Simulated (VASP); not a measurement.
```xyz
2
Lattice="0.0000 2.7678 2.7678 2.7678 0.0000 2.7678 2.7678 2.7678 0.0000" Properties=species:S:1:pos:R:3 pbc="T T T"
Si     0.0000     0.0000     0.0000
Si     1.3839     1.3839     1.3839
```

Level of theory: MS2 meta-GGA, VASP's PBE PAW potentials (set 64) (plane waves; VASP 6.6.1). Run with 520 eV cut-off, 8×8×8 Γ-centred mesh, Gaussian smearing of 0.050 eV, potentials Si.

Problem. Give the stress tensor in GPa (positive for a compressed cell).

Solution. 
```
-5.27   0.00   0.00
 0.00  -5.27   0.00
 0.00   0.00  -5.27
```
The pressure is its mean diagonal, -5.27 GPa.

The compound is Si in the diamond structure. This cell is one point of a volume scan, at 1.06 of the reference volume.
